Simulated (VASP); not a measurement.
```xyz
1
Lattice="0.0000 1.9370 1.9370 1.9370 0.0000 1.9370 1.9370 1.9370 0.0000" Properties=species:S:1:pos:R:3 pbc="T T T"
Pd     0.0000     0.0000     0.0000
```

These are PBE GGA, VASP's PBE PAW potentials (set 64) (plane waves; VASP) values and carry that method's errors. Settings: 500 eV cut-off, 16×16×16 Γ-centred mesh, first-order Methfessel-Paxton smearing of 0.10 eV, potentials Pd.

Energy and stress use the plane-wave basis of the starting cell.

**Question.** The ions, cell shape and volume at an external pressure of 20.0 GPa are relaxed. Which structure does the run end with?

**Answer.** 
```xyz
1
Lattice="0.0000 1.9109 1.9109 1.9109 0.0000 1.9109 1.9109 1.9109 0.0000" Properties=species:S:1:pos:R:3 pbc="T T T"
Pd     0.0000     0.0000     0.0000
```
Space group Fm-3m (225), at a tolerance of 0.03 Å.

**Question.** How do energy and volume change from the first to the last step?

**Answer.** The energy (σ→0) changes by +53.4 meV/atom and the volume by -4.0 %, in 4 ionic steps.

The compound is Pd in the fcc structure. This run relaxes it under an external pressure of 20 GPa. Symmetry was kept, so distortions that lower it aren't found.
